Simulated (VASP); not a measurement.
A convergence study with VASP on ZrC (rock salt): one setting is varied, all else stays as given below, so the limit is that of these other settings. Each run relaxes cell and ions from the cell shown. The basis is that of the starting cell, so low cut-offs carry a Pulay error.

```yaml
crystal:
  lattice:
    - [0.00000, 2.35000, 2.35000]
    - [2.35000, 0.00000, 2.35000]
    - [2.35000, 2.35000, 0.00000]
  atoms:
    - { symbol: Zr, position: [0.00000, 0.00000, 0.00000] }
    - { symbol: C, position: [0.50000, 0.50000, 0.50000] }
```

These are PBE GGA, VASP's PBE PAW potentials (set 64) (plane waves; VASP 6.6.1) values and carry that method's errors. The tightest run used: 800 eV cut-off, 11×11×11 Γ-centred mesh, first-order Methfessel-Paxton smearing of 0.10 eV, potentials Zr_sv C.

| setting | relaxed volume (Å³/atom) | E (eV/atom) | plane waves |
|---|---|---|---|
| ENCUT = 250 | 12.452 | -9.7684 | 259 |
| ENCUT = 300 | 12.719 | -9.7375 | 331 |
| ENCUT = 350 | 12.892 | -9.7312 | 393 |

Question: These are the cheaper rows. Estimate the results at ENCUT = 800, and how far the last row shown lies from them.

Answer: 
```json
[
 {"quantity": "relaxed volume (Å³/atom)", "tightest run": "13.064", "last row shown is off by": "-0.172"},
 {"quantity": "E (eV/atom)", "tightest run": "-9.7317", "last row shown is off by": "0.0005"}
]
```

Left out are rungs that failed or repeat a setting and relaxations that didn't move; long series are thinned to 24 rows.

The compound is ZrC in the rock salt structure.
